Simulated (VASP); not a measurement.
# BN: relaxation of cell and atoms with PBE

BN:

```
B N
1.0
     0.00000    1.80750    1.80750
     1.80750    0.00000    1.80750
     1.80750    1.80750    0.00000
B N
1 1
Direct
  0.00000 0.00000 0.00000
  0.75000 0.75000 0.75000
```

| Item | Value |
| --- | --- |
| Program | VASP 6.6.1 |
| Task | relaxation of cell and atoms |
| Functional | PBE |
| Potentials or basis | VASP PAW PBE potentials, release 64 (B, N) |
| Cutoff | 520 eV |
| k mesh | 13 × 13 × 13 |
| Occupations | gaussian, width 0.1 eV |
| Spin | no spin polarisation |
| Further INCAR settings | ALGO = Normal; EDIFF = 1e-06; IBRION = 2; EDIFFG = -0.01; NSW = 90; ISIF = 3 |

```
Relaxed volume                         : 5.96 Å³/atom
Relaxed cell                           : a = 2.564 Å, b = 2.564 Å, c = 2.564 Å, α = 60.00°, β = 60.00°, γ = 60.00°
Space group after relaxing (to 0.05 Å) : F-43m (No. 216)
Energy gained by relaxing              : 0.5 meV/atom
Ionic steps                            : 3
Pressure after relaxing                : 0.0 GPa
Band gap on the k mesh                 : 4.52 eV, indirect (least direct gap 8.78 eV)
```

The path:
```
step  energy change (eV)  largest force (eV/Å)  pressure (GPa)  volume (Å³)
   1              0.0000                0.0000            3.30        11.81
   2              0.0000                0.0000           -3.27        12.02
   3             -0.0010                0.0000            0.01        11.91
```

Final structure:
```
B N
1.0
     0.00000    1.81272    1.81272
     1.81272    0.00000    1.81272
     1.81272    1.81272    0.00000
B N
1 1
Direct
  0.00000 0.00000 0.00000
  0.75000 0.75000 0.75000
```

Levels at points of the mesh, in eV from the valence-band top:
```tsv
k point	band 1	band 2	band 3	band 4	band 5	band 6	band 7	band 8
(0.00, 0.00, 0.00)	-20.13	0.00	0.00	0.00	8.78	8.78	8.78	10.21
```

It took 9.5 s on 1 thread of Intel(R) Xeon(R) Platinum 8488C (Sapphire Rapids), on a shared host, peak memory 0.09 GiB.

Caveat: an odd mesh through Γ misses points on the zone boundary, where band edges often lie.
